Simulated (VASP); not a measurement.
```
MgTe
1.0
    4.18184     0.00000     0.00000
   -2.09092     3.62158     0.00000
    0.00000     0.00000     6.80895
Mg Te
2 2
Direct
  0.00000   0.00000   0.50000
  0.00000   0.00000   0.00000
  0.33333   0.66667   0.25000
  0.66667   0.33333   0.75000
```

The numbers are results of PBEsol GGA, VASP's PBE PAW potentials (set 64) (plane waves; VASP), not measurements. Numerical set-up: 400 eV cut-off, 7×7×4 Γ-centred mesh, tetrahedra with Blöchl corrections, potentials Mg Te.

### Question
What does the run give for the energy per atom (σ→0)?

### Answer

- energy per atom (σ→0) = -3.465 eV/atom

Total energies compare only between runs with the same potentials, cut-off and functional.

The structure comes from a computed database's MgTe entry (P6_3/mmc); how it stands against other phases isn't given here. It was relaxed first.
